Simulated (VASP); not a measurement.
The system is Nb.

```xyz
1
Lattice="-1.6640 1.6640 1.6640 1.6640 -1.6640 1.6640 1.6640 1.6640 -1.6640" Properties=species:S:1:pos:R:3 pbc="T T T"
Nb    0.0000    0.0000    0.0000
```

| Item | Value |
| --- | --- |
| Program | VASP 6.6.1 |
| Task | relaxation of cell and atoms |
| Functional | PBEsol |
| Potentials or basis | VASP PAW PBE potentials, release 64 (Nb_sv) |
| Cutoff | 600 eV |
| k mesh | 16 × 16 × 16 |
| Occupations | methfessel-paxton, width 0.1 eV |
| Spin | no spin polarisation |

At the start: pressure -8.9 GPa; volume 18.43 Å³/atom.

Q: How do energy, volume and symmetry change on relaxing?

A: Over 4 steps the energy falls by 28.3 meV/atom and the volume is 17.46 Å³/atom (-5.2 %); space group Im-3m (No. 229, to 0.05 Å).

The path:
```tsv
step	energy change (eV)	largest force (eV/Å)	pressure (GPa)	volume (Å³)
1	0.0000	0.0000	-8.94	18.43
2	0.0778	0.0000	22.45	15.82
3	-0.0283	0.0000	-0.38	17.49
4	-0.0283	0.0000	-0.06	17.46
```

Final structure:
```
Nb
1.0
    -1.63433    1.63433    1.63433
     1.63433   -1.63433    1.63433
     1.63433    1.63433   -1.63433
Nb
1
Direct
  0.00000 0.00000 0.00000
```

Caveat: the PAW data sets were made with another functional, which shifts forces and pressure a little.
